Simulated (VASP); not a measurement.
Calculation: RPBE GGA, VASP's PBE PAW potentials (set 64) (plane waves; VASP 6.6.1).

A VASP calculation is set up with these files.

INCAR:
```
! general
SYSTEM = C
PREC   = Accurate
ENCUT  = 520   ! plane-wave cut-off (eV)
LREAL  = .FALSE.   ! projection in real space or not
LASPH  = .TRUE.

! electronic loop
EDIFF  = 1E-6   ! SCF stop (eV)
NELM   = 100
ALGO   = Normal

! smearing
ISMEAR = 1
SIGMA  = 0.1   ! width (eV)

! functional
GGA    = RP   ! RPBE

! ions
IBRION = 2   ! conjugate gradients
NSW    = 60
ISIF   = 3
EDIFFG = -0.02   ! ionic stop

! output
LWAVE  = .FALSE.
LCHARG = .FALSE.
```

POSCAR:
```
C
1
    1.2393561349    -2.1466272913    -0.0000000000
    1.2393561349     2.1466272913     0.0000000000
    0.0000000000     0.0000000000     8.9391026393
C
4
Direct
  0.0000000000   0.0000000000   0.2500000000
  0.0000000000   0.0000000000   0.7500000000
  0.3333330000   0.6666670000   0.2500000000
  0.6666670000   0.3333330000   0.7500000000
```

File KPOINTS:
```
Automatic
0
gamma
 13 13 3
0 0 0
```

POTCAR, in this order: C (PBE.64 set). Program: vasp_std.

Problem. What will the output report for the number of irreducible k-points (NKPTS), largest plane-wave count, number of space-group operations, FFT grid (NGX, NGY, NGZ)?

Solution. 
```yaml
number of irreducible k-points (NKPTS): 42
largest_plane_wave_count: 1298
number_of_space_group_operations: 24
FFT grid (NGX, NGY, NGZ): 18 × 18 × 70
```

The compound is C in the graphite structure. It was relaxed first, which changed the volume by +35 %. The start is the result of an earlier pass.
